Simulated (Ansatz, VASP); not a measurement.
**SiPb in two plane-wave programs**

Aim: how closely do two programs agree when they are given the same cell, functional and k mesh? The cell is generated by rule, not measured, and may not be a known phase. The cell is taken from a series of runs on this material, whose earlier steps may have relaxed, scaled, displaced or heated it; both programs get it as it stands.

Method: plane waves, with VASP 6.6.1 beside it; zone-centre phonons at PBEsol, in Ansatz 0.2.0.

The structure was built from a prototype and need not be the compound's stable phase.

### Step 1. Starting point

The structure is hexagonal, space group P6_3/mmc (No. 194). Conventional cell: a = 4.784 Å, b = 4.784 Å, c = 5.798 Å, α = 90.00°, β = 90.00°, γ = 120.00°. Nearest to Pb lie 5 Si at 2.76 to 2.90 Å. Nearest to Si lie 5 Pb at 2.76 to 2.90 Å. Farther neighbours are not listed.

Structure file:

```xyz
4
Lattice="4.7845 0.0000 0.0000 -2.3923 4.1435 0.0000 0.0000 0.0000 5.7979" Properties=species:S:1:pos:R:3 pbc="T T T"
Pb    0.0000    2.7623    1.4495
Pb    2.3922    1.3812    4.3484
Si    2.3922    1.3812    1.4495
Si    0.0000    2.7623    4.3484
```

### Step 2. VASP: zone-centre phonons, PBEsol

Second derivatives magnify differences that forces hide, and they need a tight electronic threshold.

Lines of VASP's logs that name or quote its potential files are left out, and so is its time.

INCAR

```
SYSTEM = SiPb
PREC = Accurate
ENCUT = 500
EDIFF = 1E-08
NELM = 120
ISMEAR = 1
SIGMA = 0.2
LREAL = .FALSE.
ALGO = Normal
GGA = PS
NBANDS = 24
LORBIT = 11
LWAVE = .FALSE.
LCHARG = .FALSE.
ISIF = 2
IBRION = 8
LASPH = .TRUE.
GGA_COMPAT = .FALSE.
KPAR = 2
```

POSCAR

```
SiPb
1.0
    4.7844966383      0.0000031807      0.0000000000
   -2.3922510737      4.1434940427      0.0000000000
    0.0000000000      0.0000000000      5.7978855877
Pb Si
2 2
Direct
    0.3333333333      0.6666666667      0.2500000000
    0.6666666667      0.3333333333      0.7500000000
    0.6666666667      0.3333333333      0.2500000000
    0.3333333333      0.6666666667      0.7500000000
```

KPOINTS

```
Automatic mesh
0
Gamma
12 12 8
0 0 0
```

Potentials, in the order of the species: Pb_d and Si (PBE family, release 64).

Started as:

```
> mpirun -np 2 vasp_std
```

Numbers of over 12 decimals in the logs are rounded to 6 here.

The program printed:

```text
[banner, memory and clock lines left out]
running    2 mpi-ranks, on    1 nodes
 distrk:  each k-point on    1 cores,    2 groups
 distr:  one band on    1 cores,    1 groups

 POSCAR found type information on POSCAR PbSi
 POSCAR found :  2 types and       4 ions
|                                                                             |
|               ----> ADVICE to this user running VASP <----                  |
|                                                                             |
|     You enforced a specific xc type in the INCAR file but a different       |
|     [... a line on the potential file left out ...]
|     I HOPE YOU KNOW WHAT YOU ARE DOING!                                     |
|                                                                             |

 LDA part: xc-table for (Slater+PW92), standard interpolation
 POSCAR, INCAR and KPOINTS ok, starting setup
 FFT: planning ... GRIDC
 FFT: planning ... GRID_SOFT
 FFT: planning ... GRID
 WAVECAR not read
 entering main loop
       N       E                     dE             d eps       ncg     rms          rms(c)
DAV:   1     0.332891336562E+03    0.33289E+03   -0.16548E+04  4560   0.150E+03
DAV:   2     0.930070938717E+01   -0.32359E+03   -0.31669E+03  4648   0.393E+02
DAV:   3    -0.163800115707E+02   -0.25681E+02   -0.25291E+02  6040   0.132E+02
DAV:   4    -0.171829439460E+02   -0.80293E+00   -0.80233E+00  5312   0.287E+01
DAV:   5    -0.172239040189E+02   -0.40960E-01   -0.40959E-01  6752   0.594E+00    0.320E+00
DAV:   6    -0.170689045599E+02    0.15500E+00   -0.24705E-01  6200   0.519E+00    0.178E+00
DAV:   7    -0.170306152404E+02    0.38289E-01   -0.12467E-01  6400   0.295E+00    0.460E-01
DAV:   8    -0.170279153171E+02    0.26999E-02   -0.18423E-02  6144   0.145E+00    0.656E-02
DAV:   9    -0.170279628445E+02   -0.47527E-04   -0.15807E-03  6448   0.465E-01    0.469E-02
DAV:  10    -0.170280897791E+02   -0.12693E-03   -0.18245E-04  5320   0.767E-02    0.999E-03
DAV:  11    -0.170280983499E+02   -0.85707E-05   -0.49765E-05  6296   0.783E-02    0.538E-03
DAV:  12    -0.170280997302E+02   -0.13804E-05   -0.31383E-06  5808   0.116E-02    0.236E-03
DAV:  13    -0.170281001436E+02   -0.41339E-06   -0.83732E-07  6656   0.913E-03    0.606E-04
DAV:  14    -0.170281000736E+02    0.69996E-07   -0.64152E-08  4576   0.222E-03    0.324E-04
DAV:  15    -0.170281000946E+02   -0.20958E-07   -0.36706E-09  3824   0.738E-04    0.163E-04
DAV:  16    -0.170281000774E+02    0.17217E-07   -0.19369E-09  3224   0.406E-04    0.251E-05
DAV:  17    -0.170281000768E+02    0.62073E-09   -0.52885E-10  3208   0.224E-04
   1 F= -.17028100E+02 E0= -.17028041E+02  d E =-.175938E-03
 Linear response reoptimize wavefunctions to high precision
DAV:   1    -0.170281000792E+02   -0.24520E-08   -0.17169E-10  3152   0.159E-04
DAV:   2    -0.170281000792E+02   -0.77307E-11   -0.60104E-11  3088   0.835E-05
 Linear response DOF=           4
 Linear response progress:
  Degree of freedom:   1/  4
       N       E                     dE             d eps       ncg     rms          rms(c)
RMM:   1    -0.335180542180E+00   -0.33518E+00   -0.16220E-01 26319   0.483E+00
RMM:   2    -0.336724465519E+00   -0.15439E-02   -0.12985E-02 27859   0.956E-01    0.481E-02
RMM:   3    -0.336814560269E+00   -0.90095E-04   -0.16317E-03 31757   0.307E-01    0.272E-02
RMM:   4    -0.336579764305E+00    0.23480E-03   -0.19665E-04 30234   0.108E-01    0.510E-03
RMM:   5    -0.336580645844E+00   -0.88154E-06   -0.41572E-05 33196   0.426E-02    0.264E-03
RMM:   6    -0.336595664177E+00   -0.15018E-04   -0.83717E-06 31185   0.151E-02    0.103E-03
RMM:   7    -0.336594979140E+00    0.68504E-06   -0.19279E-06 31978   0.580E-03    0.330E-04
RMM:   8    -0.336591415637E+00    0.35635E-05    0.58070E-07 31892   0.262E-03    0.150E-04
RMM:   9    -0.336591822551E+00   -0.40691E-06    0.28515E-07 31700   0.114E-03    0.418E-05
RMM:  10    -0.336592312430E+00   -0.48988E-06    0.10590E-07 32638   0.531E-04    0.165E-05
RMM:  11    -0.336592406211E+00   -0.93781E-07    0.16921E-07 32861   0.279E-04    0.511E-06
RMM:  12    -0.336592457116E+00   -0.50906E-07   -0.11545E-08 33121   0.143E-04    0.157E-06
RMM:  13    -0.336592479790E+00   -0.22674E-07   -0.19309E-08 32781   0.892E-05    0.128E-06
RMM:  14    -0.336592487617E+00   -0.78265E-08   -0.13368E-08 28590   0.610E-05    0.441E-07
 first order change of Fermi-energy  -0.57645E-05
 force on displaced ion       1 direction 1 :  -5.522  -0.001   0.000
 Linear response progress:
  Degree of freedom:   2/  4
       N       E                     dE             d eps       ncg     rms          rms(c)
RMM:   1    -0.342694144481E+00   -0.34269E+00   -0.13311E-01  8969   0.492E+00
RMM:   2    -0.344250424907E+00   -0.15563E-02   -0.14352E-02 10099   0.972E-01    0.485E-02
RMM:   3    -0.344558665450E+00   -0.30824E-03   -0.24712E-03 11047   0.315E-01    0.245E-02
RMM:   4    -0.344390997470E+00    0.16767E-03   -0.99645E-05 10927   0.111E-01    0.984E-03
RMM:   5    -0.344390700683E+00    0.29679E-06   -0.18080E-04 11358   0.445E-02    0.300E-03
RMM:   6    -0.344362092845E+00    0.28608E-04    0.23322E-05 10989   0.165E-02    0.938E-04
RMM:   7    -0.344364751416E+00   -0.26586E-05   -0.13476E-05 10892   0.633E-03    0.310E-04
RMM:   8    -0.344361132816E+00    0.36186E-05    0.30875E-06 11159   0.257E-03    0.130E-04
RMM:   9    -0.344359713373E+00    0.14194E-05   -0.16990E-06 11345   0.123E-03    0.328E-05
RMM:  10    -0.344359475131E+00    0.23824E-06    0.26515E-07 11467   0.529E-04    0.171E-05
RMM:  11    -0.344359468298E+00    0.68336E-08   -0.23438E-07 11518   0.249E-04    0.579E-06
RMM:  12    -0.344359463040E+00    0.52577E-08   -0.61386E-08 11715   0.139E-04    0.241E-06
 first order change of Fermi-energy   0.34958E-03
 force on displaced ion       1 direction 3 :   0.000  -0.000  -2.998
 Linear response progress:
  Degree of freedom:   3/  4
       N       E                     dE             d eps       ncg     rms          rms(c)
RMM:   1    -0.203580742775E-01   -0.20358E-01    0.20920E-02 33597   0.969E-01
RMM:   2    -0.184406998517E-01    0.19174E-02   -0.33161E-04 27298   0.406E-01    0.461E-02
RMM:   3    -0.187493542889E-01   -0.30865E-03   -0.59769E-04 32229   0.147E-01    0.270E-02
RMM:   4    -0.188215385098E-01   -0.72184E-04   -0.85397E-05 30908   0.672E-02    0.408E-03
RMM:   5    -0.188156654483E-01    0.58731E-05   -0.10141E-05 32002   0.254E-02    0.241E-03
RMM:   6    -0.188080899311E-01    0.75755E-05   -0.31223E-06 32487   0.945E-03    0.891E-04
RMM:   7    -0.188058916356E-01    0.21983E-05    0.34961E-08 32913   0.395E-03    0.342E-04
RMM:   8    -0.188070288120E-01   -0.11372E-05   -0.24629E-07 28268   0.163E-03    0.105E-04
RMM:   9    -0.188066747206E-01    0.35409E-06    0.13446E-08 32777   0.775E-04    0.319E-05
RMM:  10    -0.188066691237E-01    0.55969E-08    0.24248E-08 32989   0.271E-04    0.140E-05
 first order change of Fermi-energy  -0.48799E-04
 force on displaced ion       3 direction 1 :  -5.485  -0.001   0.000
 Linear response progress:
  Degree of freedom:   4/  4
       N       E                     dE             d eps       ncg     rms          rms(c)
RMM:   1    -0.241870902762E-01   -0.24187E-01    0.75457E-03 11515   0.883E-01
RMM:   2    -0.210075187950E-01    0.31796E-02   -0.30727E-03  9918   0.289E-01    0.361E-02
RMM:   3    -0.211465089855E-01   -0.13899E-03   -0.65891E-04 11277   0.140E-01    0.222E-02
RMM:   4    -0.212439346084E-01   -0.97426E-04   -0.77753E-05 11442   0.554E-02    0.830E-03
RMM:   5    -0.212522116957E-01   -0.82771E-05   -0.13038E-05 11111   0.195E-02    0.357E-03
RMM:   6    -0.212658840167E-01   -0.13672E-04   -0.44996E-06 11170   0.881E-03    0.752E-04
RMM:   7    -0.212625183358E-01    0.33657E-05    0.23230E-08 11386   0.303E-03    0.257E-04
RMM:   8    -0.212623931528E-01    0.12518E-06    0.62680E-08 11356   0.121E-03    0.139E-04
RMM:   9    -0.212623978864E-01   -0.47336E-08   -0.19790E-07 11063   0.439E-04    0.154E-05
RMM:  10    -0.212622947305E-01    0.10316E-06    0.39652E-08 11710   0.191E-04    0.864E-06
RMM:  11    -0.212623605241E-01   -0.65794E-07   -0.50851E-08 10817   0.710E-05    0.283E-06
RMM:  12    -0.212623401803E-01    0.20344E-07    0.97850E-09 11849   0.350E-05    0.141E-06
RMM:  13    -0.212623338827E-01    0.62975E-08   -0.71833E-09  9552   0.192E-05    0.275E-07
 first order change of Fermi-energy  -0.27490E-03
 force on displaced ion       3 direction 3 :  -0.000   0.000  -2.702
 Linear response finished
```

From OUTCAR (step 2):

```text
ion  position               nearest neighbor table
   1  0.333  0.667  0.250-   3 2.76   3 2.76   3 2.76   4 2.90   4 2.90   2 4.00   2 4.00   2 4.00
                             2 4.00   2 4.00   2 4.00
   2  0.667  0.333  0.750-   4 2.76   4 2.76   4 2.76   3 2.90   3 2.90   1 4.00   1 4.00   1 4.00
                             1 4.00   1 4.00   1 4.00
   3  0.667  0.333  0.250-   1 2.76   1 2.76   1 2.76   2 2.90   2 2.90
   4  0.333  0.667  0.750-   2 2.76   2 2.76   2 2.76   1 2.90   1 2.90

  LATTYP: Found a hexagonal cell.
 ALAT       =     4.7844966383
 C/A-ratio  =     1.2118068056

 Subroutine GETGRP returns: Found 24 space group operations
 (whereof 12 operations were pure point group operations)

The static configuration has the point symmetry D_3d.
 The point group associated with its full space group is D_6h.

 Found     95 irreducible k-points:

   k-points           NKPTS =     95   k-points in BZ     NKDIM =     95   number of bands    NBANDS=     24

   dimension x,y,z NGX =    36 NGY =   36 NGZ =   42
   dimension x,y,z NGXF=    72 NGYF=   72 NGZF=   84

   ENCUT  =  500.0 eV  36.75 Ry    6.06 a.u.   8.72  8.72 10.57*2*pi/ulx,y,z

   NELECT =      36.0000    total number of electrons

 k-points in reciprocal lattice and weights: Automatic mesh
   0.00000000  0.00000000  0.00000000       0.001
   0.08333333  0.00000000  0.00000000       0.005
   0.16666667  0.00000000  0.00000000       0.005
   0.25000000  0.00000000  0.00000000       0.005
   0.33333333 -0.00000000  0.00000000       0.005
   0.41666667 -0.00000000  0.00000000       0.005
   0.50000000  0.00000000  0.00000000       0.003
   0.08333333  0.08333333  0.00000000       0.005
   0.16666667  0.08333333  0.00000000       0.010
[...]
0.33333333  0.25000000  0.50000000       0.010
   0.33333333  0.33333333  0.50000000       0.002

 average (electrostatic) potential at core
       1 -91.7879       2 -91.7879       3 -84.2572       4 -84.2572

  Total       -0.0233727     -0.0233727     -0.0161461     -0.0000000     -0.0000000      0.0000000
  in kB       -0.3257965     -0.3257965     -0.2250634     -0.0000000     -0.0000000      0.0000000
  external PRESSURE =      -0.2922188 kB  Pullay stress =       0.0000000 kB

  energy-cutoff  :      500.00
  volume of cell :      114.94
      direct lattice vectors                 reciprocal lattice vectors
     4.784496638  0.000003181  0.000000000     0.209008322  0.120671196  0.000000000
    -2.392251074  4.143494043  0.000000000    -0.000000160  0.241342115  0.000000000
     0.000000000  0.000000000  5.797885588     0.000000000  0.000000000  0.172476670

 POSITION                                       TOTAL-FORCE (eV/Angst)
 -----------------------------------------------------------------------------------
     -0.00000      2.76233      1.44947         0.000000     -0.000000      0.000000
      2.39225      1.38117      4.34841        -0.000000      0.000000      0.000000
      2.39225      1.38117      1.44947        -0.000000      0.000000      0.000000
     -0.00000      2.76233      4.34841         0.000000     -0.000000      0.000000
 -----------------------------------------------------------------------------------
    total drift:                               -0.000000      0.000000      0.000000

 Eigenvectors and eigenvalues of the dynamical matrix
 ----------------------------------------------------

   1 f  =    7.502286 THz    47.138255 2PiTHz  250.249334 cm-1    31.026949 meV
             X         Y         Z           dx          dy          dz
     -0.000002  2.762330  1.449471     0.226958    0.047265    0.000000
      2.392247  1.381167  4.348414    -0.226958   -0.047265    0.000000
      2.392247  1.381167  1.449471    -0.653993   -0.136197    0.000000
     -0.000002  2.762330  4.348414     0.653993    0.136197    0.000000

   2 f  =    7.502286 THz    47.138255 2PiTHz  250.249334 cm-1    31.026949 meV
             X         Y         Z           dx          dy          dz
     -0.000002  2.762330  1.449471    -0.047265    0.226958   -0.000000
      2.392247  1.381167  4.348414     0.047265   -0.226958   -0.000000
      2.392247  1.381167  1.449471     0.136197   -0.653993   -0.000000
     -0.000002  2.762330  4.348414    -0.136197    0.653993    0.000000

   3 f  =    7.158544 THz    44.978456 2PiTHz  238.783315 cm-1    29.605345 meV
             X         Y         Z           dx          dy          dz
     -0.000002  2.762330  1.449471    -0.239091   -0.049799    0.000000
      2.392247  1.381167  4.348414    -0.239091   -0.049799   -0.000000
      2.392247  1.381167  1.449471     0.649650    0.135313    0.000000
     -0.000002  2.762330  4.348414     0.649650    0.135313    0.000000

   4 f  =    7.158544 THz    44.978456 2PiTHz  238.783315 cm-1    29.605345 meV
             X         Y         Z           dx          dy          dz
     -0.000002  2.762330  1.449471     0.049799   -0.239091   -0.000000
      2.392247  1.381167  4.348414     0.049799   -0.239091    0.000000
      2.392247  1.381167  1.449471    -0.135313    0.649650   -0.000000
     -0.000002  2.762330  4.348414    -0.135313    0.649650   -0.000000

   5 f  =    5.296874 THz    33.281240 2PiTHz  176.684695 cm-1    21.906100 meV
             X         Y         Z           dx          dy          dz
     -0.000002  2.762330  1.449471     0.000000   -0.000000   -0.244216
      2.392247  1.381167  4.348414     0.000000    0.000000   -0.244216
      2.392247  1.381167  1.449471    -0.000000    0.000000    0.663595
     -0.000002  2.762330  4.348414    -0.000000    0.000000    0.663595

   6 f  =    5.036859 THz    31.647519 2PiTHz  168.011536 cm-1    20.830766 meV
             X         Y         Z           dx          dy          dz
     -0.000002  2.762330  1.449471     0.000000   -0.000000    0.248926
      2.392247  1.381167  4.348414     0.000000    0.000000   -0.248926
      2.392247  1.381167  1.449471    -0.000000    0.000000    0.661843
     -0.000002  2.762330  4.348414    -0.000000    0.000000   -0.661843

   7 f  =    0.984466 THz     6.185580 2PiTHz   32.838239 cm-1     4.071421 meV
             X         Y         Z           dx          dy          dz
     -0.000002  2.762330  1.449471     0.653962    0.136342   -0.000000
      2.392247  1.381167  4.348414    -0.653962   -0.136342   -0.000000
      2.392247  1.381167  1.449471     0.226948    0.047316   -0.000000
     -0.000002  2.762330  4.348414    -0.226948   -0.047316   -0.000000

   8 f  =    0.984466 THz     6.185580 2PiTHz   32.838239 cm-1     4.071421 meV
             X         Y         Z           dx          dy          dz
     -0.000002  2.762330  1.449471    -0.136342    0.653962    0.000000
      2.392247  1.381167  4.348414     0.136342   -0.653962   -0.000000
      2.392247  1.381167  1.449471    -0.047316    0.226948   -0.000000
     -0.000002  2.762330  4.348414     0.047316   -0.226948    0.000000

   9 f  =    0.814513 THz     5.117738 2PiTHz   27.169237 cm-1     3.368555 meV
             X         Y         Z           dx          dy          dz
     -0.000002  2.762330  1.449471    -0.000000   -0.000000    0.661843
      2.392247  1.381167  4.348414     0.000000    0.000000   -0.661843
      2.392247  1.381167  1.449471    -0.000000   -0.000000   -0.248926
     -0.000002  2.762330  4.348414     0.000000    0.000000    0.248926

  10 f/i=    0.000675 THz     0.004238 2PiTHz    0.022500 cm-1     0.002790 meV
             X         Y         Z           dx          dy          dz
     -0.000002  2.762330  1.449471    -0.000000   -0.000000   -0.663595
      2.392247  1.381167  4.348414    -0.000000   -0.000000   -0.663595
      2.392247  1.381167  1.449471    -0.000000   -0.000000   -0.244216
     -0.000002  2.762330  4.348414    -0.000000   -0.000000   -0.244216

  11 f/i=    0.000847 THz     0.005320 2PiTHz    0.028244 cm-1     0.003502 meV
             X         Y         Z           dx          dy          dz
     -0.000002  2.762330  1.449471     0.432268    0.503487   -0.000000
      2.392247  1.381167  4.348414     0.432268    0.503487   -0.000000
      2.392247  1.381167  1.449471     0.159088    0.185299   -0.000000
     -0.000002  2.762330  4.348414     0.159088    0.185299   -0.000000

  12 f/i=    0.000847 THz     0.005320 2PiTHz    0.028244 cm-1     0.003502 meV
             X         Y         Z           dx          dy          dz
     -0.000002  2.762330  1.449471    -0.503487    0.432268    0.000000
      2.392247  1.381167  4.348414    -0.503487    0.432268    0.000000
      2.392247  1.381167  1.449471    -0.185299    0.159088    0.000000
     -0.000002  2.762330  4.348414    -0.185299    0.159088    0.000000

 ELASTIC MODULI CONTR FROM IONIC RELAXATION (kBar)
 Direction    XX          YY          ZZ          XY          YZ          ZX
 --------------------------------------------------------------------------------
 XX        -218.2816    218.2816     -0.0000     -0.0000      0.0000     -0.0000
 YY         218.2816   -218.2816      0.0000     -0.0000     -0.0000      0.0000
 ZZ          -0.0000      0.0000     -0.0000     -0.0000     -0.0000      0.0000
 XY          -0.0000     -0.0000     -0.0000   -218.2816      0.0000     -0.0000
 YZ           0.0000     -0.0000     -0.0000      0.0000     -0.0000      0.0000
 ZX          -0.0000      0.0000      0.0000     -0.0000      0.0000     -0.0000
 --------------------------------------------------------------------------------
```

(Continued in part 2 of 2.)

[Lines on the potential files, build, host, timing and source positions are cut from VASP's logs without a mark.]

[Logs are printed without paths, hosts, clocks, repeated set-up lines and the standing remarks that a program may print on its own settings, such as how far it seeks lower states.]

[Hosts, paths, dates, database ids (printed as entryN), source tags and the programs' standing remarks are cut or masked in the printed files.]
